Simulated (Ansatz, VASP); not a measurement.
**SiO2: VASP beside Ansatz**

Aim: how closely do two programs agree when they are given the same cell, functional and k mesh? The cell is taken from a series of runs on this material, whose earlier steps may have relaxed, scaled, displaced or heated it; both programs get it as it stands.

Main program and level: Ansatz 0.2.0; plane waves, with VASP 6.6.1 beside it; zone-centre phonons at PBE.

## Step 1: The starting structure

It takes space group P4_2/mnm (No. 136, tetragonal). Conventional cell: a = 4.348 Å, b = 4.348 Å, c = 2.707 Å, α = 90.00°, β = 90.00°, γ = 90.00°. Nearest to O lie 3 Si at 1.79 to 1.91 Å. Si has 6 O at 1.79 to 1.91 Å nearest. Farther neighbours and most contacts between anions are not listed.

As a file:

```cif
data_structure
_symmetry_space_group_name_H-M 'P4_2/mnm'
_symmetry_Int_Tables_number 136
_cell_length_a 4.3476
_cell_length_b 4.3476
_cell_length_c 2.7066
_cell_angle_alpha 90.000
_cell_angle_beta 90.000
_cell_angle_gamma 90.000
_cell_volume 51.16
loop_
_atom_site_label
_atom_site_type_symbol
_atom_site_symmetry_multiplicity
_atom_site_Wyckoff_symbol
_atom_site_fract_x
_atom_site_fract_y
_atom_site_fract_z
_atom_site_occupancy
O1 O 4 f 0.68949 0.68949 0.00000 1
Si1 Si 2 a 0.50000 0.50000 0.50000 1
```

## Step 2: VASP: zone-centre phonons, PBE

Second derivatives magnify differences that forces hide, and they need a tight electronic threshold.

Lines of VASP's logs that name or quote its potential files are left out, and so is its time.

INCAR

```
SYSTEM = SiO2
PREC = Accurate
ENCUT = 600
EDIFF = 1E-08
NELM = 120
ISMEAR = 0
SIGMA = 0.01
LREAL = .FALSE.
ALGO = Normal
GGA = PE
NBANDS = 22
LORBIT = 11
LWAVE = .FALSE.
LCHARG = .FALSE.
ISIF = 2
IBRION = 8
LEPSILON = .TRUE.
LASPH = .TRUE.
GGA_COMPAT = .FALSE.
EFERMI = MIDGAP
KPAR = 2
```

POSCAR

```
SiO2
1.0
    4.3475965126      0.0000000000      0.0000000000
    0.0000000000      4.3475965126      0.0000000000
    0.0000000000      0.0000000000      2.7065817654
O Si
4 2
Direct
    0.6894905099      0.6894905099      0.0000000000
    0.1894905099      0.8105094901      0.5000000000
    0.3105094901      0.3105094901      0.0000000000
    0.8105094901      0.1894905099      0.5000000000
    0.5000000000      0.5000000000      0.5000000000
    0.0000000000      0.0000000000      0.0000000000
```

KPOINTS

```
Automatic mesh
0
Gamma
8 8 8
0 0 0
```

PAW data sets: O and Si (PBE family, release 64).

Run with:

```
$ mpirun -np 2 vasp_std
```

Numbers of over 12 decimals in the logs are rounded to 6 here.

The program printed:

```text
[banner, memory and clock lines left out]
running    2 mpi-ranks, on    1 nodes
 distrk:  each k-point on    1 cores,    2 groups
 distr:  one band on    1 cores,    1 groups

 POSCAR found type information on POSCAR O Si
 POSCAR found :  2 types and       6 ions
 LDA part: xc-table for (Slater+PW92), standard interpolation
 POSCAR, INCAR and KPOINTS ok, starting setup
 FFT: planning ... GRIDC
 FFT: planning ... GRID_SOFT
 FFT: planning ... GRID
 WAVECAR not read
 entering main loop
       N       E                     dE             d eps       ncg     rms          rms(c)
DAV:   1     0.165916090785E+03    0.16592E+03   -0.19221E+04  3300   0.156E+03
DAV:   2    -0.424414232959E+02   -0.20836E+03   -0.19823E+03  4360   0.317E+02
DAV:   3    -0.506564433154E+02   -0.82150E+01   -0.81754E+01  4200   0.633E+01
DAV:   4    -0.507230382196E+02   -0.66595E-01   -0.66564E-01  4092   0.651E+00
DAV:   5    -0.507237156350E+02   -0.67742E-03   -0.67737E-03  4110   0.634E-01    0.162E+01
DAV:   6    -0.461660967505E+02    0.45576E+01   -0.16558E+01  3852   0.275E+01    0.717E+00
DAV:   7    -0.461959108472E+02   -0.29814E-01   -0.49148E-01  3852   0.475E+00    0.279E+00
DAV:   8    -0.462065205547E+02   -0.10610E-01   -0.20670E-02  3924   0.139E+00    0.108E+00
DAV:   9    -0.462131277859E+02   -0.66072E-02   -0.95204E-03  3978   0.964E-01    0.261E-01
DAV:  10    -0.462133939068E+02   -0.26612E-03   -0.12659E-03  4038   0.267E-01    0.625E-02
DAV:  11    -0.462133257104E+02    0.68196E-04   -0.27176E-04  4068   0.120E-01    0.124E-02
DAV:  12    -0.462133281695E+02   -0.24590E-05   -0.16895E-05  3968   0.284E-02    0.678E-03
DAV:  13    -0.462133277949E+02    0.37456E-06   -0.42389E-06  4056   0.148E-02    0.350E-03
DAV:  14    -0.462133278257E+02   -0.30840E-07   -0.17426E-07  4074   0.320E-03    0.997E-04
DAV:  15    -0.462133278220E+02    0.37112E-08   -0.12609E-08  2700   0.926E-04
   1 F= -.46213328E+02 E0= -.46213328E+02  d E =0.000000E+00
 Linear response reoptimize wavefunctions to high precision
DAV:   1    -0.462133278250E+02   -0.29613E-08   -0.12380E-09  2586   0.289E-04
DAV:   2    -0.462133278250E+02   -0.20009E-10   -0.10622E-10  2274   0.818E-05
 Linear response G [H, r] |phi>, progress :
  Direction:   1
       N       E                     dE             d eps       ncg     rms
RMM:   1    -0.136002052724E+03   -0.13600E+03    0.19932E+01  7584   0.992E+01
RMM:   2    -0.116367508375E+03    0.19635E+02   -0.89621E+00  5491   0.210E+01
RMM:   3    -0.116415926190E+03   -0.48418E-01   -0.10568E-01  5647   0.209E+00
RMM:   4    -0.116417373952E+03   -0.14478E-02   -0.20453E-03  5907   0.275E-01
RMM:   5    -0.116417401550E+03   -0.27599E-04   -0.78154E-05  6000   0.426E-02
RMM:   6    -0.116417402730E+03   -0.11796E-05   -0.26697E-05  6103   0.107E-02
RMM:   7    -0.116417402819E+03   -0.88495E-07   -0.25722E-05  6093   0.633E-03
RMM:   8    -0.116417402864E+03   -0.45820E-07   -0.24346E-05  5030   0.567E-03
RMM:   9    -0.116417403023E+03   -0.15851E-06   -0.20819E-05  4000   0.559E-03
RMM:  10    -0.116417403032E+03   -0.87220E-08    0.53758E-06  3743   0.556E-03
RMM:  11    -0.116417403186E+03   -0.15477E-06   -0.10030E-04  3719   0.555E-03
 Linear response G [H, r] |phi>, progress :
  Direction:   2
       N       E                     dE             d eps       ncg     rms
RMM:   1    -0.136413696578E+03   -0.13641E+03    0.49787E+01  7681   0.100E+02
RMM:   2    -0.113968086665E+03    0.22446E+02   -0.10042E+01  5615   0.223E+01
RMM:   3    -0.114034767825E+03   -0.66681E-01   -0.11083E-01  5709   0.218E+00
RMM:   4    -0.114036499531E+03   -0.17317E-02   -0.25237E-03  6041   0.301E-01
RMM:   5    -0.114036533736E+03   -0.34205E-04   -0.22418E-04  6096   0.444E-02
RMM:   6    -0.114036535626E+03   -0.18907E-05   -0.17565E-04  6155   0.106E-02
RMM:   7    -0.114036536023E+03   -0.39682E-06   -0.17798E-04  6130   0.613E-03
RMM:   8    -0.114036536154E+03   -0.13066E-06   -0.17758E-04  5105   0.547E-03
RMM:   9    -0.114036536611E+03   -0.45697E-06   -0.14290E-04  4067   0.537E-03
RMM:  10    -0.114036538561E+03   -0.19496E-05    0.51379E-05  3771   0.536E-03
RMM:  11    -0.114036550456E+03   -0.11896E-04   -0.16307E-04  3763   0.536E-03
 Linear response G [H, r] |phi>, progress :
  Direction:   3
       N       E                     dE             d eps       ncg     rms
RMM:   1    -0.131841650911E+03   -0.13184E+03    0.41490E+01  7309   0.958E+01
 LRF_COMMUTATOR internal error: the vector H(1)-e(1) S(1) |phi(0)> is not orthog
 onal to |phi(0)> (-1.042884725679927E-004,1.691702333772582E-014)
 LRF_COMMUTATOR internal error: the vector H(1)-e(1) S(1) |phi(0)> is not orthog
 onal to |phi(0)> (1.042884725692694E-004,-3.744921039938731E-014)
 LRF_COMMUTATOR internal error: the vector H(1)-e(1) S(1) |phi(0)> is not orthog
 onal to |phi(0)> (-1.007926359014588E-004,5.632994071191888E-014)
 LRF_COMMUTATOR internal error: the vector H(1)-e(1) S(1) |phi(0)> is not orthog
[...]
RMM:   2    -0.363520983210E+00   -0.72717E-02   -0.75200E-03  9274   0.478E-01    0.108E+00
RMM:   3    -0.360197175992E+00    0.33238E-02   -0.12635E-02  9596   0.655E-01    0.630E-01
RMM:   4    -0.372467789959E+00   -0.12271E-01   -0.26990E-03  9737   0.390E-01    0.206E-01
RMM:   5    -0.382859478542E+00   -0.10392E-01   -0.54796E-04  9730   0.175E-01    0.352E-02
[...]
RMM:   8    -0.406005597740E+00   -0.17436E-04    0.17241E-08  6047   0.963E-04    0.216E-04
RMM:   9    -0.406005368392E+00    0.22935E-06   -0.92034E-08  5648   0.478E-04    0.259E-05
RMM:  10    -0.406004998590E+00    0.36980E-06   -0.70670E-08  3235   0.265E-04    0.150E-05
RMM:  11    -0.406005125296E+00   -0.12671E-06   -0.10954E-08  3473   0.269E-04    0.195E-06
 change of polarisation eV/A/(eV/A) component  3 :    -0.062    -0.043     0.747
 dielectric tensor                  component  3 :    -0.218    -0.151     3.643
 Linear response DOF=           4
 Linear response progress:
  Degree of freedom:   1/  4
       N       E                     dE             d eps       ncg     rms          rms(c)
RMM:   1    -0.382178274711E+00   -0.38218E+00    0.32480E-01 14198   0.382E+00
RMM:   2    -0.374857312568E+00    0.73210E-02   -0.90644E-03 12496   0.581E-01    0.210E-01
RMM:   3    -0.376138794520E+00   -0.12815E-02   -0.12202E-03 11982   0.201E-01    0.115E-01
RMM:   4    -0.378006353974E+00   -0.18676E-02   -0.76566E-04 12054   0.155E-01    0.329E-02
RMM:   5    -0.378223882007E+00   -0.21753E-03   -0.39259E-05 13283   0.347E-02    0.135E-02
RMM:   6    -0.378265537601E+00   -0.41656E-04   -0.43726E-06 13397   0.108E-02    0.262E-03
RMM:   7    -0.378291460440E+00   -0.25923E-04   -0.75782E-07 13485   0.379E-03    0.101E-03
RMM:   8    -0.378280879824E+00    0.10581E-04   -0.29923E-07 13308   0.159E-03    0.277E-04
RMM:   9    -0.378279544302E+00    0.13355E-05   -0.18710E-07 13624   0.538E-04    0.122E-04
RMM:  10    -0.378280359961E+00   -0.81566E-06   -0.17890E-07 13626   0.339E-04    0.325E-05
RMM:  11    -0.378280332819E+00    0.27142E-07   -0.18714E-07 13795   0.243E-04    0.835E-06
RMM:  12    -0.378280321744E+00    0.11075E-07   -0.17358E-07 13981   0.212E-04    0.318E-06
RMM:  13    -0.378280351805E+00   -0.30061E-07   -0.19237E-07 13845   0.205E-04    0.861E-07
RMM:  14    -0.378280357214E+00   -0.54084E-08   -0.21632E-07 11688   0.202E-04    0.357E-07
RMM:  15    -0.378280358691E+00   -0.14770E-08   -0.21504E-07 11295   0.201E-04    0.831E-08
 first order change of Fermi-energy  -0.16832E+00
 force on displaced ion       1 direction 1 : -17.896  -7.475   0.000
 Born effective charge ion    1 direction 1 :  -1.927  -0.613   0.000
 Linear response progress:
  Degree of freedom:   2/  4
       N       E                     dE             d eps       ncg     rms          rms(c)
RMM:   1    -0.358418243085E+00   -0.35842E+00    0.38632E-01 12377   0.385E+00
RMM:   2    -0.353069241384E+00    0.53490E-02   -0.80001E-03 10924   0.542E-01    0.217E-01
RMM:   3    -0.354595778972E+00   -0.15265E-02   -0.77563E-04  9723   0.178E-01    0.118E-01
RMM:   4    -0.356986524097E+00   -0.23907E-02   -0.78282E-04  9819   0.174E-01    0.244E-02
RMM:   5    -0.356897857006E+00    0.88667E-04   -0.34848E-05 11236   0.370E-02    0.269E-03
RMM:   6    -0.356949455983E+00   -0.51599E-04   -0.44558E-07 11884   0.595E-03    0.111E-03
RMM:   7    -0.356939846368E+00    0.96096E-05    0.10434E-07 11699   0.168E-03    0.194E-04
RMM:   8    -0.356941739300E+00   -0.18929E-05    0.42019E-08 11871   0.419E-04    0.916E-05
RMM:   9    -0.356942309595E+00   -0.57030E-06    0.61177E-08 12006   0.285E-04    0.751E-06
RMM:  10    -0.356942374564E+00   -0.64969E-07    0.52299E-08 12078   0.215E-04    0.499E-06
RMM:  11    -0.356942375127E+00   -0.56296E-09    0.22041E-09 11767   0.208E-04    0.795E-07
 first order change of Fermi-energy   0.31621E-03
 force on displaced ion       1 direction 3 :  -0.001  -0.001 -16.733
 Born effective charge ion    1 direction 3 :  -0.000  -0.000  -2.047
 Linear response progress:
  Degree of freedom:   3/  4
       N       E                     dE             d eps       ncg     rms          rms(c)
RMM:   1    -0.305634361814E-01   -0.30563E-01    0.88742E-02 21976   0.171E+00
RMM:   2    -0.223023293804E-01    0.82611E-02   -0.42667E-03 12724   0.456E-01    0.140E-01
RMM:   3    -0.214349885644E-01    0.86734E-03   -0.72056E-04 13120   0.124E-01    0.941E-02
RMM:   4    -0.209296664755E-01    0.50532E-03   -0.24954E-04 12987   0.112E-01    0.332E-02
RMM:   5    -0.208093952377E-01    0.12027E-03   -0.50949E-05 13243   0.544E-02    0.795E-03
RMM:   6    -0.208077271262E-01    0.16681E-05    0.44783E-06 12963   0.132E-02    0.190E-03
RMM:   7    -0.208094036224E-01   -0.16765E-05    0.20017E-06 13406   0.355E-03    0.813E-04
RMM:   8    -0.208122557897E-01   -0.28522E-05    0.10265E-08 12937   0.131E-03    0.241E-04
RMM:   9    -0.208122602214E-01   -0.44317E-08   -0.47289E-07 13610   0.356E-04    0.548E-05
RMM:  10    -0.208123281846E-01   -0.67963E-07   -0.86213E-07 13407   0.164E-04    0.204E-05
RMM:  11    -0.208122836593E-01    0.44525E-07   -0.43046E-07 13626   0.964E-05    0.473E-06
RMM:  12    -0.208122551564E-01    0.28503E-07   -0.35209E-07 13581   0.713E-05    0.186E-06
RMM:  13    -0.208122298776E-01    0.25279E-07   -0.70334E-08 12872   0.670E-05    0.457E-07
RMM:  14    -0.208122262053E-01    0.36724E-08   -0.80952E-08  9565   0.646E-05    0.185E-07
 first order change of Fermi-energy  -0.54336E-05
 force on displaced ion       5 direction 1 : -24.795 -12.054   0.000
 Born effective charge ion    5 direction 1 :   3.853  -0.486   0.000
 Linear response progress:
  Degree of freedom:   4/  4
       N       E                     dE             d eps       ncg     rms          rms(c)
RMM:   1    -0.171316695484E-01   -0.17132E-01    0.38523E-02 10278   0.119E+00
RMM:   2    -0.152349614793E-01    0.18967E-02   -0.10115E-03  7603   0.220E-01    0.172E-01
RMM:   3    -0.151829206496E-01    0.52041E-04   -0.89047E-05  7809   0.594E-02    0.102E-01
RMM:   4    -0.152389511779E-01   -0.56031E-04   -0.13755E-04  7674   0.695E-02    0.714E-03
RMM:   5    -0.151997309224E-01    0.39220E-04   -0.24287E-06  7833   0.119E-02    0.187E-03
RMM:   6    -0.151956615420E-01    0.40694E-05    0.30254E-07  8037   0.221E-03    0.846E-04
RMM:   7    -0.151931395812E-01    0.25220E-05    0.10176E-07  8067   0.791E-04    0.181E-04
RMM:   8    -0.151928206277E-01    0.31895E-06    0.58297E-08  8008   0.188E-04    0.414E-05
RMM:   9    -0.151930419726E-01   -0.22134E-06    0.36151E-08  8137   0.939E-05    0.511E-06
RMM:  10    -0.151930416487E-01    0.32393E-09    0.32563E-08  8189   0.579E-05    0.170E-06
 first order change of Fermi-energy   0.12140E-04
 force on displaced ion       5 direction 3 :   0.000   0.000 -20.060
 Born effective charge ion    5 direction 3 :   0.000   0.000   4.093
 Born effective charges drift removed
 Linear response finished
```

[end of part 1 of 3]

[Lines on the potential files, build, host, timing and source positions are cut from VASP's logs without a mark.]

[Logs are printed without paths, hosts, clocks, repeated set-up lines and the standing remarks that a program may print on its own settings, such as how far it seeks lower states.]

[Hosts, paths, dates, database ids (printed as entryN), source tags and the programs' standing remarks are cut or masked in the printed files.]
